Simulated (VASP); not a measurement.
Input of a VASP 6.6.1 run:

INCAR

```
PREC = Normal
ENCUT = 520
EDIFF = 1E-5
ISMEAR = 0
SIGMA = 0.15
LREAL = Auto
LASPH = T
NELM = 80
ALGO = Fast
ISIF = 3
LWAVE = F
LCHARG = F
GGA = PE
IBRION = 2
NSW = 110
EDIFFG = -0.03
ISYM = 0
KPAR = 4
```

The input KPOINTS:

```
regular mesh
0
Gamma
  7 7 2
```

File POSCAR:

```
Ta2SiN2
1.0
    3.5285964300      0.0428335400      0.0836166300
   -1.7272037900      3.0582163300     -0.0084807900
    0.3066557500      0.1411338300     12.8007976000
Ta Si N
4 2 4
Direct
    0.6507642900      0.3225131200      0.1026500900
    0.3303367000      0.6703057300      0.8900359900
    0.3317348500      0.6636946200      0.6086330300
    0.6543275800      0.3393344900      0.3882938800
    0.9810580800      0.9939760000      0.2479596400
    0.0068011700      0.0035163700      0.7422407600
    0.6646237500      0.3402803800      0.9345592300
    0.3460747000      0.6701498700      0.0689842700
    0.3323067400      0.6632823400      0.4308627000
    0.6775920800      0.3266101900      0.5665944900
```

Potentials or basis: VASP PAW PBE potentials, release 64 (Ta_pv, Si, N).

Command:

```console
$ cat potpaw_PBE.64/Ta_pv/POTCAR potpaw_PBE.64/Si/POTCAR potpaw_PBE.64/N/POTCAR > POTCAR
$ mpirun -np 4 vasp_std > vasp.out
```

(1) Estimate the space group after relaxing (to 0.05 Å).

(2) Estimate the band gap on the k mesh.

## Answers

(1) P6_3/mmc (No. 194).

(2) none (metal or under the smearing width).
